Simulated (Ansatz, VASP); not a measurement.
# Sr2H6Os in two plane-wave programs, part 2 of 2

One calculation is typed for both programs; each brings its own data sets. How far apart do they land? The cell is taken from a series of runs on this material, whose earlier steps may have relaxed, scaled, displaced or heated it; both programs get it as it stands.

VASP 6.6.1 and Ansatz 0.2.0.

So far: Starting point; Ansatz: dielectric response, PBEsol.

## (3) VASP: dielectric response, PBEsol

Level of this step: PBEsol; plane waves and PAW (Sr_sv, H, Os) (VASP).

The same cell, functional and mesh now go to VASP, with its own data sets.

Lines of VASP's logs that name or quote its potential files are left out, and so is its time.

INCAR

```
SYSTEM = Sr2H6Os
PREC = Accurate
ENCUT = 520
EDIFF = 1E-08
NELM = 120
ISMEAR = 0
SIGMA = 0.01
LREAL = .FALSE.
ALGO = Normal
GGA = PS
NBANDS = 26
LASPH = .TRUE.
LORBIT = 11
LWAVE = .FALSE.
LCHARG = .FALSE.
ISIF = 2
LEPSILON = .TRUE.
GGA_COMPAT = .FALSE.
KPAR = 2
```

POSCAR

```
Sr2H6Os
1.0
    0.0000000000      3.8122778300      3.8122778300
    3.8122778300      0.0000000000      3.8122778300
    3.8122778300      3.8122778300      0.0000000000
Sr H Os
2 6 1
Direct
    0.7500000000      0.7500000000      0.7500000000
    0.2500000000      0.2500000000      0.2500000000
    0.7738475900      0.7738475900      0.2261524100
    0.2261524100      0.7738475900      0.2261524100
    0.7738475900      0.2261524100      0.2261524100
    0.2261524100      0.2261524100      0.7738475900
    0.7738475900      0.2261524100      0.7738475900
    0.2261524100      0.7738475900      0.7738475900
    0.0000000000      0.0000000000      0.0000000000
```

KPOINTS

```
Automatic mesh
0
Gamma
6 6 6
0 0 0
```

The projector-augmented-wave data sets are Sr_sv, H and Os (PBE family, release 64).

The run is started by

```sh
$ mpirun -np 2 vasp_std
```

Numbers of over 12 decimals in the logs are rounded to 6 here.

Log:

```text
[banner, memory and clock lines left out]
running    2 mpi-ranks, on    1 nodes
 distrk:  each k-point on    1 cores,    2 groups
 distr:  one band on    1 cores,    1 groups

 POSCAR found type information on POSCAR SrH Os
 POSCAR found :  3 types and       9 ions
|                                                                             |
|               ----> ADVICE to this user running VASP <----                  |
|                                                                             |
|     You enforced a specific xc type in the INCAR file but a different       |
|     [... a line on the potential file left out ...]
|     I HOPE YOU KNOW WHAT YOU ARE DOING!                                     |
|                                                                             |

 LDA part: xc-table for (Slater+PW92), standard interpolation
 POSCAR, INCAR and KPOINTS ok, starting setup
 FFT: planning ... GRIDC
 FFT: planning ... GRID_SOFT
 FFT: planning ... GRID
 WAVECAR not read
 entering main loop
       N       E                     dE             d eps       ncg     rms          rms(c)
DAV:   1     0.168338236943E+03    0.16834E+03   -0.15802E+04   832   0.118E+03
DAV:   2    -0.268173753688E+02   -0.19516E+03   -0.18125E+03   908   0.293E+02
DAV:   3    -0.426044552405E+02   -0.15787E+02   -0.15661E+02  1364   0.670E+01
DAV:   4    -0.433681257404E+02   -0.76367E+00   -0.76123E+00  1288   0.123E+01
DAV:   5    -0.433842372673E+02   -0.16112E-01   -0.16109E-01  1208   0.135E+00    0.306E+01
DAV:   6    -0.417129456596E+02    0.16713E+01   -0.15706E+00  1174   0.579E+00    0.165E+01
DAV:   7    -0.411143977173E+02    0.59855E+00   -0.13184E+00  1108   0.498E+00    0.577E+00
DAV:   8    -0.411185281968E+02   -0.41305E-02   -0.34142E-01  1252   0.295E+00    0.270E+00
DAV:   9    -0.411113356665E+02    0.71925E-02   -0.59608E-02  1100   0.107E+00    0.908E-01
DAV:  10    -0.411110296969E+02    0.30597E-03   -0.31963E-03  1182   0.265E-01    0.118E-01
DAV:  11    -0.411113013093E+02   -0.27161E-03   -0.45389E-04  1120   0.109E-01    0.279E-02
DAV:  12    -0.411113036457E+02   -0.23365E-05   -0.22377E-05  1248   0.189E-02    0.122E-02
DAV:  13    -0.411113100955E+02   -0.64498E-05   -0.85847E-06   930   0.132E-02    0.784E-03
DAV:  14    -0.411113100521E+02    0.43342E-07   -0.50784E-07  1210   0.348E-03    0.213E-03
DAV:  15    -0.411113099426E+02    0.10957E-06   -0.85624E-08  1116   0.150E-03    0.481E-04
DAV:  16    -0.411113099563E+02   -0.13738E-07   -0.51872E-09   872   0.453E-04    0.447E-04
DAV:  17    -0.411113099830E+02   -0.26726E-07   -0.21522E-09   616   0.298E-04    0.315E-04
DAV:  18    -0.411113099774E+02    0.55725E-08   -0.45546E-10   548   0.114E-04
   1 F= -.41111310E+02 E0= -.41111310E+02  d E =-.560022E-22
 Linear response reoptimize wavefunctions to high precision
DAV:   1    -0.411113099757E+02    0.16980E-08   -0.24125E-10   528   0.986E-05
DAV:   2    -0.411113099757E+02    0.93223E-10   -0.12214E-10   536   0.491E-05
 Linear response G [H, r] |phi>, progress :
  Direction:   1
       N       E                     dE             d eps       ncg     rms
RMM:   1    -0.142991169674E+03   -0.14299E+03    0.91168E+02  1773   0.120E+02
RMM:   2    -0.136908666536E+03    0.60825E+01   -0.27360E+01  1610   0.235E+01
RMM:   3    -0.138105921769E+03   -0.11973E+01   -0.86181E+00  1914   0.838E+00
RMM:   4    -0.138366961067E+03   -0.26104E+00   -0.22938E+00  2011   0.379E+00
RMM:   5    -0.138438898801E+03   -0.71938E-01   -0.57988E-01  2029   0.170E+00
RMM:   6    -0.138452613068E+03   -0.13714E-01   -0.15771E-01  2050   0.838E-01
RMM:   7    -0.138457056666E+03   -0.44436E-02   -0.45098E-02  2106   0.429E-01
RMM:   8    -0.138458277204E+03   -0.12205E-02    0.18194E-02  2109   0.232E-01
RMM:   9    -0.138458658319E+03   -0.38111E-03    0.18504E-03  2119   0.129E-01
RMM:  10    -0.138458755489E+03   -0.97170E-04    0.49316E-03  2097   0.807E-02
RMM:  11    -0.138458819564E+03   -0.64074E-04   -0.17740E-04  2057   0.521E-02
RMM:  12    -0.138458814936E+03    0.46277E-05    0.15982E-03  2022   0.374E-02
RMM:  13    -0.138458825463E+03   -0.10527E-04    0.55022E-05  1999   0.284E-02
RMM:  14    -0.138458817607E+03    0.78566E-05   -0.50045E-04  1992   0.233E-02
RMM:  15    -0.138458818088E+03   -0.48129E-06    0.58121E-04  1976   0.202E-02
RMM:  16    -0.138458819275E+03   -0.11871E-05   -0.88782E-04  1949   0.184E-02
RMM:  17    -0.138458809692E+03    0.95829E-05    0.35765E-04  1938   0.173E-02
RMM:  18    -0.138458820088E+03   -0.10396E-04    0.31231E-05  1943   0.166E-02
RMM:  19    -0.138458816860E+03    0.32277E-05    0.26407E-04  1942   0.162E-02
RMM:  20    -0.138458836579E+03   -0.19718E-04    0.18357E-04  1945   0.160E-02
 Linear response G [H, r] |phi>, progress :
  Direction:   2
       N       E                     dE             d eps       ncg     rms
[...]
dielectric tensor                  component  1 :     5.027    -0.144    -0.134
 Linear response to external field (no local field effect), progress :
  Direction:   2
       N       E                     dE             d eps       ncg     rms          rms(c)
RMM:   1    -0.116063968494E+01   -0.11606E+01   -0.33613E+00  1822   0.553E+00
RMM:   2    -0.125426731098E+01   -0.93628E-01   -0.16219E-01  1716   0.148E+00
[...]
RMM:  17    -0.117154927398E+01    0.58250E-09   -0.37352E-06  1549   0.126E-03
 change of polarisation eV/A/(eV/A) component  3 :    -0.082     0.130     2.343
 dielectric tensor                  component  3 :    -0.134     0.212     4.826
 Linear response to external field, progress :
  Direction:   1
       N       E                     dE             d eps       ncg     rms          rms(c)
RMM:   1    -0.112561688258E+01   -0.11256E+01   -0.30950E+00  3300   0.559E+00
RMM:   2    -0.121117898285E+01   -0.85562E-01   -0.15739E-01  3122   0.146E+00    0.266E+00
RMM:   3    -0.106565034360E+01    0.14553E+00   -0.21602E-01  2836   0.197E+00    0.160E+00
RMM:   4    -0.108519298621E+01   -0.19543E-01   -0.20742E-01  3121   0.173E+00    0.555E-01
RMM:   5    -0.111224132416E+01   -0.27048E-01   -0.24340E-02  3352   0.611E-01    0.125E-01
RMM:   6    -0.111467030988E+01   -0.24290E-02   -0.10320E-02  3569   0.301E-01    0.952E-02
RMM:   7    -0.111711393341E+01   -0.24436E-02   -0.21370E-03  3674   0.129E-01    0.575E-02
RMM:   8    -0.111938654388E+01   -0.22726E-02   -0.45583E-04  3665   0.614E-02    0.881E-03
RMM:   9    -0.111905401599E+01    0.33253E-03   -0.12372E-04  3874   0.266E-02    0.127E-02
RMM:  10    -0.111914704165E+01   -0.93026E-04   -0.14854E-05  3890   0.128E-02    0.587E-03
RMM:  11    -0.111916379386E+01   -0.16752E-04    0.49659E-05  4095   0.614E-03    0.387E-03
RMM:  12    -0.111915693520E+01    0.68587E-05   -0.19396E-06  3772   0.370E-03    0.831E-04
RMM:  13    -0.111916204389E+01   -0.51087E-05    0.48274E-05  4020   0.232E-03    0.487E-04
RMM:  14    -0.111916290520E+01   -0.86131E-06    0.12052E-05  4013   0.167E-03    0.219E-04
RMM:  15    -0.111916317348E+01   -0.26828E-06    0.48744E-05  3946   0.134E-03    0.114E-04
RMM:  16    -0.111916374466E+01   -0.57118E-06    0.22420E-05  3676   0.117E-03    0.736E-05
RMM:  17    -0.111916368286E+01    0.61798E-07    0.41800E-05  3442   0.109E-03    0.391E-05
RMM:  18    -0.111916394709E+01   -0.26423E-06    0.32437E-05  3297   0.104E-03    0.137E-05
RMM:  19    -0.111916373445E+01    0.21264E-06    0.41898E-05  3153   0.100E-03    0.704E-06
 change of polarisation eV/A/(eV/A) component  1 :     2.058    -0.047    -0.024
 dielectric tensor                  component  1 :     4.361    -0.076    -0.039
 Linear response to external field, progress :
  Direction:   2
       N       E                     dE             d eps       ncg     rms          rms(c)
RMM:   1    -0.112575929332E+01   -0.11258E+01   -0.30965E+00  3306   0.559E+00
RMM:   2    -0.121120320391E+01   -0.85444E-01   -0.15794E-01  3132   0.146E+00    0.266E+00
RMM:   3    -0.106554789664E+01    0.14566E+00   -0.21504E-01  2835   0.197E+00    0.160E+00
RMM:   4    -0.108533463789E+01   -0.19787E-01   -0.20866E-01  3121   0.173E+00    0.555E-01
RMM:   5    -0.111229098834E+01   -0.26956E-01   -0.24301E-02  3355   0.611E-01    0.124E-01
RMM:   6    -0.111470272807E+01   -0.24117E-02   -0.10363E-02  3573   0.300E-01    0.952E-02
RMM:   7    -0.111708474226E+01   -0.23820E-02   -0.21627E-03  3676   0.128E-01    0.583E-02
RMM:   8    -0.111939495784E+01   -0.23102E-02   -0.53146E-04  3658   0.613E-02    0.903E-03
RMM:   9    -0.111905190026E+01    0.34306E-03   -0.13356E-04  3872   0.269E-02    0.127E-02
RMM:  10    -0.111914967227E+01   -0.97772E-04   -0.13612E-04  3875   0.129E-02    0.598E-03
RMM:  11    -0.111915991656E+01   -0.10244E-04    0.31753E-05  4101   0.618E-03    0.398E-03
RMM:  12    -0.111915905041E+01    0.86615E-06   -0.42405E-05  3765   0.368E-03    0.812E-04
RMM:  13    -0.111916338165E+01   -0.43312E-05   -0.17480E-05  4017   0.229E-03    0.541E-04
RMM:  14    -0.111916472292E+01   -0.13413E-05   -0.39255E-05  4008   0.167E-03    0.139E-04
RMM:  15    -0.111916482103E+01   -0.98111E-07   -0.20742E-05  3943   0.134E-03    0.107E-04
RMM:  16    -0.111916514874E+01   -0.32771E-06   -0.44925E-05  3624   0.118E-03    0.698E-05
RMM:  17    -0.111916521537E+01   -0.66632E-07   -0.26915E-05  3396   0.109E-03    0.490E-05
RMM:  18    -0.111916554318E+01   -0.32781E-06   -0.40896E-05  3294   0.104E-03    0.141E-05
RMM:  19    -0.111916539309E+01    0.15008E-06   -0.29469E-05  3161   0.101E-03    0.342E-06
 change of polarisation eV/A/(eV/A) component  2 :    -0.014     2.058     0.032
 dielectric tensor                  component  2 :    -0.022     4.361     0.052
 Linear response to external field, progress :
  Direction:   3
       N       E                     dE             d eps       ncg     rms          rms(c)
RMM:   1    -0.112598948782E+01   -0.11260E+01   -0.30988E+00  3288   0.559E+00
RMM:   2    -0.121118507841E+01   -0.85196E-01   -0.15738E-01  3108   0.145E+00    0.266E+00
RMM:   3    -0.106558436977E+01    0.14560E+00   -0.21551E-01  2837   0.197E+00    0.160E+00
RMM:   4    -0.108525375579E+01   -0.19669E-01   -0.20648E-01  3113   0.172E+00    0.552E-01
RMM:   5    -0.111194456164E+01   -0.26691E-01   -0.24022E-02  3350   0.602E-01    0.119E-01
RMM:   6    -0.111481608381E+01   -0.28715E-02   -0.10110E-02  3558   0.295E-01    0.935E-02
RMM:   7    -0.111742477628E+01   -0.26087E-02   -0.20935E-03  3643   0.128E-01    0.512E-02
RMM:   8    -0.111929392948E+01   -0.18692E-02   -0.50000E-04  3713   0.593E-02    0.988E-03
RMM:   9    -0.111908112770E+01    0.21280E-03   -0.16478E-04  3864   0.252E-02    0.123E-02
RMM:  10    -0.111916306595E+01   -0.81938E-04   -0.67424E-05  3913   0.124E-02    0.619E-03
RMM:  11    -0.111917583845E+01   -0.12772E-04   -0.13411E-04  4038   0.611E-03    0.315E-03
RMM:  12    -0.111915993702E+01    0.15901E-04   -0.46724E-05  3811   0.361E-03    0.926E-04
RMM:  13    -0.111916317495E+01   -0.32379E-05   -0.14334E-05  4068   0.229E-03    0.811E-04
RMM:  14    -0.111916457185E+01   -0.13969E-05   -0.45118E-05  3992   0.168E-03    0.288E-04
RMM:  15    -0.111916515562E+01   -0.58377E-06   -0.12924E-05  3923   0.138E-03    0.837E-05
RMM:  16    -0.111916546004E+01   -0.30442E-06   -0.52828E-05  3678   0.119E-03    0.479E-05
RMM:  17    -0.111916554016E+01   -0.80122E-07   -0.14531E-05  3368   0.111E-03    0.328E-05
RMM:  18    -0.111916581164E+01   -0.27148E-06   -0.46859E-05  3222   0.106E-03    0.283E-05
RMM:  19    -0.111916569267E+01    0.11897E-06   -0.28154E-05  3161   0.103E-03    0.143E-05
RMM:  20    -0.111916584030E+01   -0.14762E-06   -0.38810E-05  3084   0.101E-03    0.607E-06
 change of polarisation eV/A/(eV/A) component  3 :     0.022     0.014     2.058
 dielectric tensor                  component  3 :     0.036     0.023     4.361
 Born effective charges drift removed
```

OUTCAR, selected parts (step 3):

```text
ion  position               nearest neighbor table
   1  0.750  0.750  0.750-   3 2.70   7 2.70   8 2.70   3 2.70   4 2.70   5 2.70   5 2.70   6 2.70
                             7 2.70   4 2.70   6 2.70   8 2.70   9 3.30   9 3.30   9 3.30   9 3.30
   2  0.250  0.250  0.250-   3 2.70   5 2.70   7 2.70   3 2.70   4 2.70   8 2.70   6 2.70   7 2.70
                             8 2.70   4 2.70   5 2.70   6 2.70   9 3.30   9 3.30   9 3.30   9 3.30
   3  0.774  0.774  0.226-   9 1.72   1 2.70   1 2.70   2 2.70   2 2.70
   4  0.226  0.774  0.226-   9 1.72   1 2.70   2 2.70   1 2.70   2 2.70
   5  0.774  0.226  0.226-   9 1.72   1 2.70   2 2.70   1 2.70   2 2.70
   6  0.226  0.226  0.774-   9 1.72   1 2.70   2 2.70   1 2.70   2 2.70
   7  0.774  0.226  0.774-   9 1.72   1 2.70   1 2.70   2 2.70   2 2.70
   8  0.226  0.774  0.774-   9 1.72   1 2.70   1 2.70   2 2.70   2 2.70
   9  0.000  0.000  0.000-   3 1.72   4 1.72   5 1.72   6 1.72   7 1.72   8 1.72   1 3.30   2 3.30
                             1 3.30   1 3.30   1 3.30   2 3.30   2 3.30   2 3.30

  LATTYP: Found a face centered cubic cell.
 ALAT       =     7.6245556600

 Subroutine GETGRP returns: Found 48 space group operations
 (whereof 48 operations were pure point group operations)

The static configuration has the point symmetry O_h .

 Found     16 irreducible k-points:

   k-points           NKPTS =     16   k-points in BZ     NKDIM =     16   number of bands    NBANDS=     26

   dimension x,y,z NGX =    40 NGY =   40 NGZ =   40
   dimension x,y,z NGXF=    80 NGYF=   80 NGZF=   80

   ENCUT  =  520.0 eV  38.22 Ry    6.18 a.u.  10.02 10.02 10.02*2*pi/ulx,y,z

   NELECT =      34.0000    total number of electrons

 k-points in reciprocal lattice and weights: Automatic mesh
   0.00000000  0.00000000  0.00000000       0.005
   0.16666667  0.00000000  0.00000000       0.037
   0.33333333  0.00000000  0.00000000       0.037
   0.50000000  0.00000000  0.00000000       0.019
   0.16666667  0.16666667  0.00000000       0.028
   0.33333333  0.16666667  0.00000000       0.111
   0.50000000  0.16666667  0.00000000       0.111
  -0.33333333  0.16666667  0.00000000       0.111
  -0.16666667  0.16666667  0.00000000       0.056
[...]
-0.33333333  0.33333333  0.16666667       0.111
  -0.33333333  0.50000000  0.16666667       0.056

 average (electrostatic) potential at core
       1 -38.2222       2 -38.2222       3 -33.2641       4 -33.2641       5 -33.2641
       6 -33.2641       7 -33.2641       8 -33.2641       9 -48.3981

  Total       -0.7694095     -0.7694095     -0.7694095     -0.0000000     -0.0000000     -0.0000000
  in kB      -11.1246027    -11.1246027    -11.1246027     -0.0000000     -0.0000000     -0.0000000
  external PRESSURE =     -11.1246027 kB  Pullay stress =       0.0000000 kB

  energy-cutoff  :      520.00
  volume of cell :      110.81
      direct lattice vectors                 reciprocal lattice vectors
     0.000000000  3.812277830  3.812277830    -0.131155184  0.131155184  0.131155184
     3.812277830  0.000000000  3.812277830     0.131155184 -0.131155184  0.131155184
     3.812277830  3.812277830  0.000000000     0.131155184  0.131155184 -0.131155184

 POSITION                                       TOTAL-FORCE (eV/Angst)
 -----------------------------------------------------------------------------------
      5.71842      5.71842      5.71842        -0.000000      0.000000     -0.000000
      1.90614      1.90614      1.90614        -0.000000      0.000000     -0.000000
      3.81228      3.81228      5.90024        -0.000000      0.000000     -0.073725
      3.81228      1.72431      3.81228        -0.000000      0.073725     -0.000000
      1.72431      3.81228      3.81228         0.073725      0.000000     -0.000000
      3.81228      3.81228      1.72431        -0.000000      0.000000      0.073725
      3.81228      5.90024      3.81228        -0.000000     -0.073725     -0.000000
      5.90024      3.81228      3.81228        -0.073725      0.000000     -0.000000
      0.00000      0.00000      0.00000        -0.000000      0.000000     -0.000000
 -----------------------------------------------------------------------------------
    total drift:                                0.000000      0.000000      0.000000

 MACROSCOPIC STATIC DIELECTRIC TENSOR (including local field effects in DFT)
 ------------------------------------------------------
           4.360849     0.000000    -0.000000
          -0.000000     4.360849     0.000000
           0.000000     0.000000     4.360849
 ------------------------------------------------------

 PIEZOELECTRIC TENSOR (including local field effects)  for field in x, y, z        (C/m^2)
          XX          YY          ZZ          XY          YZ          ZX
  --------------------------------------------------------------------------------
  x     0.00000     0.00000     0.00000     0.00000     0.00000     0.00000
  y     0.00000     0.00000     0.00000     0.00000     0.00000     0.00000
  z     0.00000     0.00000     0.00000     0.00000     0.00000     0.00000

 BORN EFFECTIVE CHARGES (including local field effects) (in |e|, cummulative output)
 ---------------------------------------------------------------------------------
 ion    1
    1     2.24957     0.00000     0.00000
    2     0.00000     2.24957     0.00000
    3    -0.00000     0.00000     2.24957
 ion    2
    1     2.24957     0.00000     0.00000
    2     0.00000     2.24957     0.00000
    3    -0.00000     0.00000     2.24957
 ion    3
    1     0.03419    -0.00000     0.00000
    2     0.00000     0.03419     0.00000
    3    -0.00000     0.00000    -0.89414
 ion    4
    1     0.03419     0.00000     0.00000
    2     0.00000    -0.89414     0.00000
    3    -0.00000     0.00000     0.03419
 ion    5
    1    -0.89414     0.00000     0.00000
    2     0.00000     0.03419     0.00000
    3     0.00000     0.00000     0.03419
 ion    6
    1     0.03419    -0.00000     0.00000
    2     0.00000     0.03419     0.00000
    3    -0.00000     0.00000    -0.89414
 ion    7
    1     0.03419     0.00000     0.00000
    2     0.00000    -0.89414     0.00000
    3    -0.00000     0.00000     0.03419
 ion    8
    1    -0.89414     0.00000     0.00000
    2     0.00000     0.03419     0.00000
    3     0.00000     0.00000     0.03419
 ion    9
    1    -2.84762     0.00000     0.00000
    2     0.00000    -2.84762     0.00000
    3    -0.00000     0.00000    -2.84762
```

The dielectric response converges more slowly with the mesh than energies do, so tensor and charges may still move on a finer one.

## (4) Side by side

Known differences besides the potentials themselves: fixed occupations in Ansatz, narrow Gaussian smearing in VASP; VASP's response is taken on the typed mesh, Ansatz refines its own for the field response alone; the data sets hold 42 valence electrons in Ansatz (on its default PAW (the set named soft_2) files) and 34 in VASP; the cutoff is 420 eV in Ansatz and 520 eV in VASP; Ansatz makes its cores anew for this functional, VASP keeps those of its PBE data sets. Total energies have different zeros and are not compared.

The two programs side by side:

```csv
quantity,Ansatz,VASP,difference
ε∞ xx,4.36,4.36,+0.08 %
ε∞ yy,4.36,4.36,+0.08 %
ε∞ zz,4.36,4.36,+0.08 %
```

## (5) Outcome

* difference in ε∞ xx (dielectric response, PBEsol): 0.085 %

**Reading.** The difference in ε∞ xx is 0.085 % (dielectric response, PBEsol), within the 5 % picked in this series as the mark of a large difference. The data sets hold unlike numbers of valence electrons (42 in Ansatz and 34 in VASP), so part of the differences comes from the potentials. Such differences can come from data sets, numerical settings and the points named under the comparisons, not from the functional's error against experiment.

[Lines on the potential files, build, host, timing and source positions are cut from VASP's logs without a mark.]

[Logs are printed without paths, hosts, clocks, repeated set-up lines and the standing remarks that a program may print on its own settings, such as how far it seeks lower states.]

[Hosts, paths, dates, database ids (printed as entryN), source tags and the programs' standing remarks are cut or masked in the printed files.]
